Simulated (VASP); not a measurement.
Data:

```yaml
crystal:
  lattice:
    - [0.00000, 2.94992, 2.94992]
    - [2.94992, 0.00000, 2.94992]
    - [2.94992, 2.94992, 0.00000]
  atoms:
    - { symbol: Al, position: [0.25000, 0.25000, 0.25000] }
    - { symbol: Al, position: [0.75000, 0.75000, 0.75000] }
    - { symbol: Pt, position: [0.00000, 0.00000, 0.00000] }
```

Calculation: r2SCAN meta-GGA, VASP's PBE PAW potentials (set 64) (plane waves; VASP). Numerical set-up: PREC = Normal, EDIFF = 1E-5, 400 eV cut-off, 12×12×12 Γ-centred mesh, first-order Methfessel-Paxton smearing of 0.10 eV, potentials Al Pt.

Unless said otherwise, spin-orbit coupling is left out, though it shifts the bands of the heavy elements here.

Task: What does the run give for the energy per atom (σ→0), band gap (on the k-mesh) with the smallest direct gap where there is one?

Result: 
```yaml
band gap (on the k-mesh): none (metal, semimetal or under 0.01 eV)
energy per atom (σ→0): -22636 meV/atom
```

Only differences to runs with the same potentials and settings are physical.

The compound is PtAl2 in the fluorite structure. It was relaxed first.
